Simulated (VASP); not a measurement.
Write the native input for VASP 6.6.1 that does the following.

```
Task                   : relaxation of the atoms
Functional             : LDA
Potentials or basis    : VASP PAW LDA potentials, release 64 (Cu)
Cutoff                 : 600 eV
k mesh                 : 18 × 18 × 18
Occupations            : methfessel-paxton, width 0.1 eV
Spin                   : no spin polarisation
Further INCAR settings : ALGO = Normal; EDIFF = 1e-07; IBRION = 2; EDIFFG = -0.01; NSW = 40
```

The structure of Cu lies in POSCAR:

```
Cu                                      
1.0
    0.0000000000      1.7969646375      1.7969646375
    1.7969646375      0.0000000000      1.7969646375
    1.7969646375      1.7969646375      0.0000000000
  Cu            
     1
Direct
     0.0000000000000000    0.0000000000000000    0.0000000000000000
```

The cell isn't the ideal one: a relaxed cell with its volume scaled by 1.06.

One way to write it, as run:

INCAR

```
SYSTEM = Cu
PREC = Accurate
ENCUT = 600
EDIFF = 1E-7
ISMEAR = 1
SIGMA = 0.1
LREAL = .FALSE.
LASPH = .TRUE.
NELM = 80
ALGO = Normal
ISIF = 2
LWAVE = .FALSE.
LCHARG = .FALSE.
GGA = CA
IBRION = 2
NSW = 40
EDIFFG = -0.01
```

KPOINTS

```
regular mesh
0
G
  18 18 18
  0 0 0
```

Potentials or basis: VASP PAW LDA potentials, release 64 (Cu).

The run is started by

```bash
$ cat potpaw_LDA.64/Cu/POTCAR > POTCAR
$ mpirun -np 1 vasp_std > vasp.out
```

Results of the run:

The pressure after relaxing is -9.3 GPa. The band gap on the k mesh is none (metal or under the smearing width).

Caveat: the relaxation stopped at its first step, so nothing moved.

It took 30 s on 1 thread of Intel(R) Xeon(R) Platinum 8259CL CPU @ 2.50GHz (Skylake/Cascade Lake), on a shared host, peak memory 0.13 GiB.
